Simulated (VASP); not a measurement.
Input:

```xyz
2
Lattice="2.8055 0.0000 0.0000 0.0000 2.8055 0.0000 0.0000 0.0000 4.0259" Properties=species:S:1:pos:R:3 pbc="T T T"
Ti     0.0000     0.0000     0.0000
Al     1.4028     1.4028     2.0130
```

These are PBE GGA with D4 dispersion, VASP's PBE PAW potentials (set 64) (plane waves; VASP) values and carry that method's errors. Settings: 520 eV cut-off, Gaussian smearing of 0.050 eV, potentials Ti_sv Al.

**Question.** Give the energies of bands 5 to 10 at the high-symmetry points, in eV from the Fermi level.

**Answer.** 
```csv
band,Γ,X,M,Z,R,A
5,-9.16,-4.62,-3.27,-7.64,-4.99,-2.59
6,-1.91,-4.60,-0.49,-5.32,-2.99,-2.34
7,-0.88,-1.74,-0.49,-0.70,-1.22,-2.34
8,-0.30,-0.27,-0.47,0.66,-1.15,1.86
9,2.19,1.76,-0.24,1.82,1.41,2.18
10,2.19,2.56,-0.24,1.82,1.82,2.70
```

It has no gap at this level: it comes out as a metal or semimetal.

The compound is TiAl in the L1_0 structure. It was relaxed first. The electron count is odd and the run is not spin-polarised, which forces a metal.
